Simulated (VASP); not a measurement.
Write the native input for VASP 6.6.1 that does the following.

```
Task                   : atomic charges
Functional             : PBE
Dispersion             : TS
Potentials or basis    : VASP PAW PBE potentials, release 64 (C, Br, H)
Cutoff                 : 520 eV
k mesh                 : 1 × 1 × 1
Occupations            : gaussian, width 0.01 eV
Spin                   : no spin polarisation
Further INCAR settings : ALGO = Normal; EDIFF = 1e-06
```

The structure of C2BrH5 lies in POSCAR:

```
H5C2Br
1.0
   13.0000000000      0.0000000000      0.0000000000
    0.0000000000     12.0000000000      0.0000000000
    0.0000000000      0.0000000000     12.0000000000
C Br H
2 1 5
Direct
    0.4453653800      0.5530500000      0.4791458300
    0.4970653800      0.4506083300      0.5250875000
    0.6317961500      0.4852583300      0.5875791700
    0.3702038500      0.5302416700      0.4449375000
    0.4909038500      0.5905750000      0.4126541700
    0.4335423100      0.6154833300      0.5439625000
    0.5113576900      0.3880166700      0.4613375000
    0.4538423100      0.4129916700      0.5930125000
```

These files were run (other wordings do the same):

INCAR

```
SYSTEM = H5C2Br
PREC = Accurate ; ENCUT = 520
EDIFF = 1E-6 ; ISMEAR = 0
SIGMA = 0.01 ; LREAL = .False.
LASPH = .True. ; NELM = 80
ALGO = Normal ; ISIF = 2
LWAVE = .False. ; LCHARG = .False.
GGA = PE ; IVDW = 2
LORBIT = 10
```

KPOINTS

```
regular mesh
0
Gamma
  1 1 1
  0 0 0
```

Potentials or basis: VASP PAW PBE potentials, release 64 (C, Br, H).

Command:

```sh
$ cat potpaw_PBE.64/C/POTCAR potpaw_PBE.64/Br/POTCAR potpaw_PBE.64/H/POTCAR > POTCAR
$ mpirun -np 1 vasp_gam > vasp.out
```

It gave:

```yaml
Largest_force: 0.410 eV/Å
Gap_between_the_frontier_levels: 5.45 eV
Valence_electrons_inside_the_program's_atomic_spheres: C 2.65, 2.53; Br 4.88; H 0.69, 0.70
Hirshfeld_charges: C -0.12, -0.05; Br -0.06; H +0.05, +0.04 e
Dispersion_energy_per_atom: -0.003 eV
```

Wall time 81 s on 1 thread of Intel(R) Xeon(R) 6975P-C (Granite Rapids), on a shared host, peak memory 1.4 GiB.
